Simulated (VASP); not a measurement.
Given:

```
CELL_PARAMETERS angstrom
      0.00000     1.90000     1.90000
      1.90000     0.00000     1.90000
      1.90000     1.90000     0.00000
ATOMIC_POSITIONS crystal
  Rh 0.00000 0.00000 0.00000
```

Computed with PBE GGA, VASP's PBE PAW potentials (set 64) (plane waves; VASP). Run with 500 eV cut-off, 15×15×15 Γ-centred mesh, first-order Methfessel-Paxton smearing of 0.10 eV, potentials Rh_pv.

What does the run give for the energy per atom (σ→0), pressure, band gap (on the k-mesh) with the smallest direct gap where there is one?

The band gap (on the k-mesh) is none (metal, semimetal or under 0.01 eV), the energy per atom (σ→0) is -7252 meV/atom and the pressure is 6.41 GPa.

Total energies compare only between runs with the same potentials, cut-off and functional.

The compound is Rh in the fcc structure. The cell was not relaxed at this level. The run is one of a series of settings (ENCUT = 500 against the base run), some of them coarse on purpose.
